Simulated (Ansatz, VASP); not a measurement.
# NiMoIrPdW: VASP beside Ansatz

The input INCAR:

```
PREC = Accurate ; ENCUT = 520
EDIFF = 1E-7 ; ISMEAR = -1
SIGMA = 0.05 ; LREAL = False
LASPH = True ; NELM = 120
ALGO = Normal ; ISIF = 2
LWAVE = False ; LCHARG = False
ISPIN = 2 ; MAGMOM = 1 1 0 0.6 0
LORBIT = 11 ; LMAXMIX = 4
GGA = PE ; NBANDS = 40
KPAR = 4
```

KPOINTS

```
regular mesh
0
Gamma
  8 8 5
```

POSCAR

```
NiMoIrPdW
1.0
    4.1712279235      0.0000000000      0.0000000000
   -2.0856190275      3.6123894595      0.0000000000
    0.0000000000      0.0000000000      5.5174634813
Ni Mo Pd Ir W
1 1 1 1 1
Direct
    0.0000000000      0.0000000000      0.9577500000
    0.6666700000      0.3333300000      0.9616100000
    0.6666700000      0.3333300000      0.4629500000
    0.3333300000      0.6666700000      0.7257200000
    0.3333300000      0.6666700000      0.2364200000
```

Contents of input.yaml:

```yaml
crystal:
  lattice:
    - [4.1712279235, 0.0, 0.0]
    - [-2.0856190275, 3.6123894595, 0.0]
    - [0.0, 0.0, 5.5174634813]
  atoms:
    - { symbol: Ni, position: [0.0, 0.0, 0.95775], spin: 1.0 }
    - { symbol: Mo, position: [0.66667, 0.33333, 0.96161], spin: 1.0 }
    - { symbol: Pd, position: [0.66667, 0.33333, 0.46295] }
    - { symbol: Ir, position: [0.33333, 0.66667, 0.72572], spin: 0.6 }
    - { symbol: W, position: [0.33333, 0.66667, 0.23642] }
hamiltonian:
  xc: pbe
  pseudopotentials: { kind: paw }
magnetization:
  spin_polarized: true
kpoints:
  mp_grid: { grid: [8, 8, 5] }
scf:
  occupations: { method: fermi_dirac, width: 0.05 }
output:
  forces: true
  stress: true
  eigenvalues: true
  write_density: true
  write_potential: true
  elf: true
  volumetric_format: npy
```

Change from the starting cell: volume scaled by 1.04.

Alike in both runs: task single point; functional PBE; k mesh 8 × 8 × 5; occupations fermi-dirac, width 0.05 eV; collinear spin, ferromagnetic start.

|  | VASP | Ansatz |
| --- | --- | --- |
| version | VASP 6.6.1 | Ansatz 0.2.0 |
| potentials or method | VASP PAW PBE potentials, release 64 (Ni, Mo_sv, Pd, Ir, W_sv) | Ansatz PAW |
| plane-wave cutoff (eV) | 520 | 420 |
| valence electrons in the cell | 57 | 81 |

```tsv
	VASP	Ansatz	Ansatz less VASP
gap on the k mesh at the Fermi level (eV)	none	none	-
pressure (GPa)	-7.9	-8.0	-0.13
largest component of the traceless stress (GPa)	0.39	0.39	+0.002
rms of the force components (eV/Å)	0.050	0.046	-0.0036
net moment per atom (μB)	0.00	0.00	0.000
```

Atom by atom the forces differ by 0.005 eV/Å (rms over components). A gap of «none» marks a metal or a gap that the smearing closes. The functional is the same, so the differences come from potentials, cutoffs and numerics. The two sets of potentials don't hold the same shells in valence.

Caveats: the starting moments weren't kept (Ansatz). Spin-orbit coupling is left out, which matters for the levels of Ir, W.
